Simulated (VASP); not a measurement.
# BaB2Ir2 in VASP: further runs, part 2 of 2

VASP 6.6.1.

## 5. Molecular dynamics, PBE

INCAR

```
  PREC = Accurate
  ENCUT = 520
  EDIFF = 1E-5
  ISMEAR = 0
  SIGMA = 0.1
  LREAL = F
  LASPH = T
  NELM = 100
  ALGO = Normal
  ISIF = 2
  LWAVE = F
  LCHARG = F
  GGA = PE
  NBANDS = 25
  IBRION = 0
  NSW = 20
  POTIM = 1.5
  TEBEG = 300.0
  TEEND = 300.0
  ISYM = 0
  NELMIN = 4
  RANDOM_SEED = 896562 0 0
  MDALGO = 2
  SMASS = 0
```

KPOINTS

```
Automatic mesh
0
Gamma
  3 3 3
```

POSCAR

```
BaB2Ir2
1.0
    4.3828440000     -0.5234440000     -1.0130160000
   -0.1035550000      4.6980950000      0.3741740000
    0.1120170000     -0.7460690000      4.8276990000
Ir B Ba
2 2 1
Direct
    0.8950700000      0.8343210000      0.8083590000
    0.3819920000      0.4360380000      0.7621770000
    0.1608020000      0.7886740000      0.3919420000
    0.8975090000      0.3487100000      0.8532890000
    0.6680920000      0.1583650000      0.2950250000
```

Potentials or basis: VASP PAW PBE potentials, release 64 (Ir, B, Ba_sv).

Run with:

```bash
$ cat potpaw_PBE.64/Ir/POTCAR potpaw_PBE.64/B/POTCAR potpaw_PBE.64/Ba_sv/POTCAR > POTCAR
$ mpirun -np 1 vasp_std > vasp.out
```

OUTCAR:

```text
PREC = Accurate
   ENCUT = 520
   EDIFF = 1E-5
   ISMEAR = 0
   LREAL = F
   LASPH = T
   NELM = 100
   ISIF = 2
   GGA = PE
   IBRION = 0
   NSW = 20
   POTIM = 1.5
   TEBEG = 300.0
   ISYM = 0
   NELMIN = 4

 ion  position               nearest neighbor table
   1  0.895  0.834  0.808-   4 2.32   4 2.42   3 2.56   2 2.72   5 3.13   2 3.14   5 3.14   2 3.36
                             5 3.79   5 3.88
   2  0.382  0.436  0.762-   4 2.30   4 2.40   3 2.71   1 2.72   5 3.12   1 3.14   5 3.16   1 3.36
                             5 3.60   5 4.02
   3  0.161  0.789  0.392-   1 2.56   2 2.71   5 2.80   5 3.03   5 3.38
   4  0.898  0.349  0.853-   2 2.30   1 2.32   2 2.40   1 2.42   5 2.71   5 2.77
   5  0.668  0.158  0.295-   4 2.71   4 2.77   3 2.80   3 3.03   2 3.12   1 3.13   1 3.14   2 3.16
                             3 3.38   2 3.60   1 3.79   1 3.88   2 4.02

IMPORTANT INFORMATION: All symmetrisations will be switched off!
NOSYMM: (Re-)initialisation of all symmetry stuff for point group C_1.

----------------------------------------------------------------------------------------

                                     Primitive cell

  volume of cell :     100.8020
[... 143 lines left out ...]
  Total      -10.3203745    -12.1332564     -1.3093777      1.4255234     -0.5304265      1.3406555
  in kB     -164.0351825   -192.8496811    -20.8116496     22.6577047     -8.4307600     21.3087877
  external PRESSURE =    -125.8988377 kB  Pullay stress =       0.0000000 kB
[... 124 lines left out ...]
  ENERGY OF THE ELECTRON-ION-THERMOSTAT SYSTEM (eV)
  ---------------------------------------------------
% ion-electron   TOTEN  =       -28.117363  see above
  kinetic energy EKIN   =         0.177484
  kin. lattice  EKIN_LAT=         0.000000  (temperature  343.27 K)
  nose potential ES     =        -0.000048
  nose kinetic   EPS    =         0.000001
  ---------------------------------------------------
  total energy   ETOTAL =       -27.939926 eV

[... ionic steps 4 to 17 ...]

--------------------------------------- Ionic step       18  -------------------------------------------

 number of electron      34.0000000 magnetization

------------------------ aborting loop because EDIFF is reached ----------------------------------------
[... 93 lines left out ...]
--------------------------------------- Ionic step       20  -------------------------------------------

 number of electron      34.0000000 magnetization

 Free energy of the ion-electron system (eV)
  ---------------------------------------------------
  ext. energy  EPLUGINS =         0.00000000
  ---------------------------------------------------
  free energy    TOTEN  =       -30.23736966 eV

  energy without entropy =      -30.23331567  energy(sigma->0) =      -30.23534266

 E-fermi :   3.7542     XC(G=0): -10.2970

 val. band max:        3.6639432924   @ k =  -0.3333   0.3333  -0.0000
 cond. band min:       3.8423851793   @ k =  -0.0000   0.3333  -0.0000
 fundamental gap:      0.1784418869
 Fermi energy:         3.7541776660

 k-point     1 :       0.0000    0.0000    0.0000
  band No.  band energies     occupation
      1     -23.2336      2.00000
      2      -8.8426      2.00000
      3      -8.6014      2.00000
      4      -8.5193      2.00000
      5      -5.2372      2.00000
      6      -2.8062      2.00000
[... 419 lines left out ...]
  ENERGY OF THE ELECTRON-ION-THERMOSTAT SYSTEM (eV)
  ---------------------------------------------------
% ion-electron   TOTEN  =       -30.237370  see above
  kinetic energy EKIN   =         0.135147
  kin. lattice  EKIN_LAT=         0.000000  (temperature  261.38 K)
  nose potential ES     =         0.946809
  nose kinetic   EPS    =         1.216988
  ---------------------------------------------------
  total energy   ETOTAL =       -27.938425 eV
```

CONTCAR:

```text
BaB2Ir2
   1.00000000000000
     4.3828440000000004   -0.5234440000000000   -1.0130159999999999
    -0.1035550000000000    4.6980950000000004    0.3741740000000000
     0.1120170000000000   -0.7460690000000000    4.8276990000000000
  Ir              B               Ba
     2     2     1
Direct
     0.8998674118918057    0.8349617261113854    0.7988199032425890
     0.3819356767855814    0.4329549695749930    0.7644629457905571
     0.1301136514061405    0.7556240010133028    0.4930286015137262
     0.9064964198369425    0.3800421035917497    0.8330766352040120
     0.6631641757208903    0.1619187942449823    0.2988106306894810

  0.46993484E-03 -0.18993489E-03 -0.48642868E-03
 -0.33539760E-03  0.17553837E-03  0.45391779E-05
  0.38320955E-03 -0.42087730E-02  0.12631455E-01
  0.24718123E-02  0.49245748E-02 -0.14022264E-02
 -0.41307529E-03 -0.36199973E-04 -0.20950278E-03

           1
   1.50000000000000
  0.33619353E+01  0.30875278E+00  0.31111716E+00  0.30520003E+01
  0.90002969E+00  0.83490131E+00  0.79870750E+00
  0.38182247E+00  0.43299437E+00  0.76443755E+00
  0.13012625E+00  0.75491404E+00  0.49701095E+00
  0.90739002E+00  0.38165472E+00  0.83270347E+00
  0.66302415E+00  0.16187715E+00  0.29871938E+00
  0.00000000E+00  0.00000000E+00  0.00000000E+00
  0.00000000E+00  0.00000000E+00  0.00000000E+00
  0.00000000E+00  0.00000000E+00  0.00000000E+00
  0.00000000E+00  0.00000000E+00  0.00000000E+00
  0.00000000E+00  0.00000000E+00  0.00000000E+00
  0.00000000E+00  0.00000000E+00  0.00000000E+00
  0.00000000E+00  0.00000000E+00  0.00000000E+00
  0.00000000E+00  0.00000000E+00  0.00000000E+00
  0.00000000E+00  0.00000000E+00  0.00000000E+00
  0.00000000E+00  0.00000000E+00  0.00000000E+00
```

Run time: 2.1 min. Hardware: 1 thread of Intel Xeon 6975P-C (Granite Rapids), shared host; peak memory 0.26 GiB.

Step by step:
| step | potential energy change (eV) | largest force (eV/Å) | pressure (GPa) | volume (Å³) | temperature (K) |
| --- | --- | --- | --- | --- | --- |
| 1 | 0.0000 | 2.9558 | -12.59 | 100.80 | 295 |
| 2 | 0.0015 | 2.9648 | -12.60 | 100.80 | 297 |
| 3 | -0.0222 | 2.9902 | -12.66 | 100.80 | 343 |
| 4 | -0.0720 | 3.0320 | -12.67 | 100.80 | 438 |
| 5 | -0.1486 | 3.0894 | -12.69 | 100.80 | 577 |
| 6 | -0.2521 | 3.1584 | -12.70 | 100.80 | 750 |
| 7 | -0.3814 | 3.2349 | -12.68 | 100.80 | 934 |
| 8 | -0.5335 | 3.3108 | -12.64 | 100.80 | 1093 |
| 9 | -0.7028 | 3.3772 | -12.54 | 100.80 | 1194 |
| 10 | -0.8821 | 3.4251 | -12.41 | 100.80 | 1214 |
| 11 | -1.0632 | 3.4461 | -12.21 | 100.80 | 1155 |
| 12 | -1.2387 | 3.4339 | -11.98 | 100.80 | 1039 |
| 13 | -1.4029 | 3.3852 | -11.68 | 100.80 | 897 |
| 14 | -1.5524 | 3.3019 | -11.36 | 100.80 | 755 |
| 15 | -1.6859 | 3.1886 | -11.01 | 100.80 | 626 |
| 16 | -1.8034 | 3.0527 | -10.65 | 100.80 | 518 |
| 17 | -1.9062 | 2.9028 | -10.27 | 100.80 | 430 |
| 18 | -1.9957 | 2.7464 | -9.90 | 100.80 | 360 |
| 19 | -2.0739 | 2.5899 | -9.52 | 100.80 | 305 |
| 20 | -2.1422 | 2.4378 | -9.17 | 100.80 | 261 |

Caveat: the k mesh is coarse (spacing up to 0.48 Å⁻¹), so the values aren't converged. Spin-orbit coupling is left out, which matters for the levels of Ba, Ir.
